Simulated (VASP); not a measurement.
```yaml
crystal:
  lattice:
    - [-1.90670, 1.90670, 3.81559]
    - [1.90670, -1.90670, 3.81559]
    - [1.90670, 1.90670, -3.81559]
  atoms:
    - { symbol: Ru, position: [0.00000, 0.00000, 0.00000] }
    - { symbol: Ir, position: [0.75000, 0.25000, 0.50000] }
    - { symbol: Ir, position: [0.25000, 0.75000, 0.50000] }
    - { symbol: Ir, position: [0.50000, 0.50000, 0.00000] }
```

Method: PBEsol GGA with spin-orbit coupling, VASP's PBE PAW potentials (set 64) (plane waves; VASP 6.6.1). Settings: 400 eV cut-off, 10×10×10 Γ-centred mesh, Gaussian smearing of 0.050 eV, potentials Ru_pv Ir.

Task: Predict the energy per atom (σ→0), band gap (over mesh and band path) with the smallest direct gap where there is one.

Result: 
```
Item                                                                  Result
----------------------------------  ----------------------------------------
band gap (over mesh and band path)  none (metal, semimetal or under 0.01 eV)
energy per atom (σ→0)                                        -10.267 eV/atom
```

Only differences to runs with the same potentials and settings are physical.

The structure comes from a computed database's Ir3Ru entry (I4/mmm); how it stands against other phases isn't given here. It was relaxed first.
